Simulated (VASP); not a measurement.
```
Bi
1.0
    0.00000     2.49962     2.49962
    2.49962     0.00000     2.49962
    2.49962     2.49962     0.00000
Bi
1
Direct
  0.00000   0.00000   0.00000
```

All values below come from PBEsol GGA, VASP's PBE PAW potentials (set 64) (plane waves; VASP). Run with 480 eV cut-off, 12×12×12 Γ-centred mesh, first-order Methfessel-Paxton smearing of 0.10 eV, potentials Bi_d.

Unless said otherwise, spin-orbit coupling is left out, though it shifts the bands of the heavy elements here.

Question: What does the run give for the energy per atom (σ→0), pressure, band gap (on the k-mesh) with the smallest direct gap where there is one?

Answer: 
| Property | Value |
|---|---|
| band gap (on the k-mesh) | none (metal, semimetal or under 0.01 eV) |
| energy per atom (σ→0) | -4.161 eV/atom |
| pressure | -2.02 GPa |

Total energies compare only between runs with the same potentials, cut-off and functional.

The structure was generated: Bi was put into the fcc type (Fm-3m), which need not be its known phase. This cell was strained or had an atom moved on purpose.
